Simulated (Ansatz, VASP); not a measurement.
# SbW: VASP beside Ansatz, part 2 of 2

Aim: how closely do two programs agree when they are given the same cell, functional and k mesh? The cell is generated by rule, not measured, and may not be a known phase. The structure shown is the end of the Ansatz relaxation below.

VASP 6.6.1 and Ansatz 0.2.0.

So far. Step 3 (VASP: single point, PBE, pair 1): The run ends at a pressure of -2.90 GPa.

### 6. VASP: single point, PBE, pair 2 (continued)

Level of this step: PBE; plane waves and PAW (W, Sb); invented cell (VASP).

Numbers of over 12 decimals in the logs are rounded to 6 here.

From OUTCAR (step 6):

```text
  Total       -1.2092446     -1.2092446     -1.2922712      0.0000000      0.0000000      0.0000000
  in kB      -46.7944398    -46.7944398    -50.0073425      0.0000000      0.0000000      0.0000000
  external PRESSURE =     -47.8654074 kB  Pullay stress =       0.0000000 kB

 POSITION                                       TOTAL-FORCE (eV/Angst)
 -----------------------------------------------------------------------------------
      0.00000      0.00000      0.00000         0.000000      0.000000      0.000000
      0.00000      2.09160      1.82134        -0.000000     -0.000000      0.000000
 -----------------------------------------------------------------------------------
    total drift:                                0.000000     -0.000000      0.000000

  FREE ENERGIE OF THE ION-ELECTRON SYSTEM (eV)
  ---------------------------------------------------
  free  energy   TOTEN  =       -15.6952070594 eV

  energy  without entropy=      -15.6963868270  energy(sigma->0) =      -15.69560032

[... 1 part as in an earlier step ...]

[... 2 further parts left out ...]
[key lines of the parts left out:]
E-fermi :   8.7068
```

The run ends at a pressure of -4.79 GPa.

### 7. Comparison

What differs besides the data sets and the points named for the pairs above, as far as they apply: the data sets hold 29 valence electrons in Ansatz (on its default PAW (the set named soft_2) files) and 11 in VASP. Total energies have different zeros and are not compared.

Compared:

```csv
quantity,Ansatz,VASP,difference
pressure (GPa),-3.97,-4.79,+0.81
```

### 8. Ansatz: relaxation, PBE

This run makes the geometry at which the two programs are then compared. The cell compared in this pair holds 42.21 Å³, against 41.40 Å³ for the pair before.

The structure compared here is the end of the Ansatz relaxation.

The input, input.yaml:

```yaml
crystal:
  lattice:
    - [3.6282911991, -2.9584e-06, 0.0]
    - [-1.8141430375, 3.14219383, 0.0]
    - [0.0, 0.0, 3.7020956954]
  atoms:
    - { symbol: W, position: [0.0, 0.0, 0.0] }
    - { symbol: Sb, position: [0.3333333333, 0.6666666667, 0.5] }
kpoints:
  mp_grid: { grid: [15, 15, 12] }
hamiltonian:
  xc: pbe
scf:
  occupations: { method: methfessel_paxton, width: 0.2 }
output:
  forces: true
  stress: true
  eigenvalues: true
relax:
  adjacent_minimum: "off"
  f_tol: 0.001
  max_steps: 60
  cell: { stress_tol: 0.01, fix: [volume] }
```

Launch:

```
$ ansatz run input.yaml --threads 4 --pin off --max-ram 8192MiB --backend cpu --events-out ev --progress --plain --runs-dir out
```

Output:

```text
[...]
Crystal: 2 atoms, lattice volume = 42.207 Å³
Basis set: ecut = 420 eV, 829 PW (Γ), exchange–correlation on 50×50×50 points (8 copies of the dense FFT grid, shifted against one another)
Bands: 19, of which v1, the nominal top of the filled ones, is band 15 counted from 1 (14 counted from 0)
Symmetry: 12 space group operations
[...]
k-points: 189 of 2700 (time reversal used)
[...]
k-point 188: bands = [... 11 lower, 11.1702, 12.7727, 14.7626, 16.7121, 17.1133, 18.4722, 19.0480, 19.6065]
--- Relaxed structure (3 steps of the walk, 3 accepted, 1 SCFs on fresh bases) ---
[...]
cell:  # Å, volume = 42.2068 Å³
    - [3.657407, -2.982140081090998e-6, 0.0]
    - [-1.828701, 3.167409, 0.0]
    - [0.0, 0.0, 3.643388]
  atoms:
    - { symbol: W, position: [0, -3.700743415524895e-17, 0.0] }
    - { symbol: Sb, position: [0.333333, 0.666667, 0.5] }
[key lines of the parts left out:]
SCF converged after 5 iterations
Free energy (F): -16867.834076 eV
Fermi energy:    16.050450 eV
P = ⅓ Tr σ = -6.2837 GPa (-62.837 kbar)
```

### 9. VASP: single point, PBE, pair 3

The same cell, functional, mesh and smearing now go to VASP, with its own data sets.

The input, INCAR:

```
SYSTEM = SbW
PREC = Accurate
ENCUT = 600
EDIFF = 1E-06
NELM = 120
ISMEAR = 1
SIGMA = 0.2
LREAL = .FALSE.
ALGO = Normal
GGA = PE
NBANDS = 11
LASPH = .TRUE.
LORBIT = 11
LWAVE = .FALSE.
LCHARG = .FALSE.
ISIF = 2
GGA_COMPAT = .FALSE.
KPAR = 2
```

The input, POSCAR:

```
SbW
1.0
    3.6574065951     -0.0000029821      0.0000000000
   -1.8287007149      3.1674085144      0.0000000000
    0.0000000000      0.0000000000      3.6433880034
W Sb
1 1
Direct
    0.0000000000      0.0000000000      0.0000000000
    0.3333333333      0.6666666667      0.5000000000
```

The input, KPOINTS:

```
Automatic mesh
0
Gamma
15 15 12
0 0 0
```

Potentials, in the order of the species: W and Sb (PBE family, release 64).

Launch:

```
$ mpirun -np 2 vasp_std
```

Output:

```text
[... set-up lines as in an earlier step ...]
 entering main loop
       N       E                     dE             d eps       ncg     rms          rms(c)
DAV:   1     0.397178284630E+02    0.39718E+02   -0.45747E+03  4158   0.884E+02
DAV:   2    -0.133152698828E+02   -0.53033E+02   -0.50633E+02  5320   0.179E+02
DAV:   3    -0.162659346145E+02   -0.29507E+01   -0.28583E+01  5249   0.399E+01
DAV:   4    -0.163073981835E+02   -0.41464E-01   -0.41245E-01  4825   0.487E+00
[...]
DAV:  10    -0.156658932690E+02   -0.21306E-04   -0.15253E-04  4719   0.818E-02    0.114E-02
DAV:  11    -0.156658960360E+02   -0.27670E-05   -0.86432E-06  4874   0.239E-02    0.833E-03
DAV:  12    -0.156658950721E+02    0.96392E-06   -0.76134E-07  2766   0.634E-03
   1 F= -.15665895E+02 E0= -.15666151E+02  d E =0.769081E-03
```

From OUTCAR (step 9):

```text
  Total       -1.8353749     -1.8353749     -1.9216453     -0.0000000      0.0000000      0.0000000
  in kB      -69.6711267    -69.6711267    -72.9459621     -0.0000000      0.0000000      0.0000000
  external PRESSURE =     -70.7627385 kB  Pullay stress =       0.0000000 kB

 POSITION                                       TOTAL-FORCE (eV/Angst)
 -----------------------------------------------------------------------------------
      0.00000      0.00000      0.00000         0.000000     -0.000000      0.000000
      0.00000      2.11160      1.82169        -0.000000      0.000000      0.000000
 -----------------------------------------------------------------------------------
    total drift:                                0.000000     -0.000000      0.000000

  FREE ENERGIE OF THE ION-ELECTRON SYSTEM (eV)
  ---------------------------------------------------
  free  energy   TOTEN  =       -15.6658950721 eV

  energy  without entropy=      -15.6666641529  energy(sigma->0) =      -15.66615143

[... 1 part as in an earlier step ...]

[... 2 further parts left out ...]
[key lines of the parts left out:]
E-fermi :   8.4513
```

The run ends at a pressure of -7.08 GPa.

### 10. Differences

What differs besides the data sets and the points named for the pairs above, as far as they apply: the data sets hold 29 valence electrons in Ansatz (on its default PAW (the set named soft_2) files) and 11 in VASP. Total energies have different zeros and are not compared.

Compared:

```csv
quantity,Ansatz,VASP,difference
pressure (GPa),-6.28,-7.08,+0.79
```

### 11. Summary of results

```yaml
difference_in_pressure_single_point_pbe_pair_1: 0.83 GPa
difference_in_pressure_single_point_pbe_pair_2: 0.81 GPa
difference_in_pressure_single_point_pbe_pair_3: 0.79 GPa
```

In words: The difference in pressure is 0.83 GPa (single point, PBE, pair 1), within the 1 GPa picked in this series as the mark of a large difference. The data sets hold unlike numbers of valence electrons (29 in Ansatz and 11 in VASP), so part of the differences comes from the potentials. 2 further runs of this series are not shown here. Such differences can come from data sets, numerical settings and the points named under the comparisons, not from the functional's error against experiment.

[Lines on the potential files, build, host, timing and source positions are cut from VASP's logs without a mark.]

[Logs are printed without paths, hosts, clocks, repeated set-up lines and the standing remarks that a program may print on its own settings, such as how far it seeks lower states.]

[Hosts, paths, dates, database ids (printed as entryN), source tags and the programs' standing remarks are cut or masked in the printed files.]
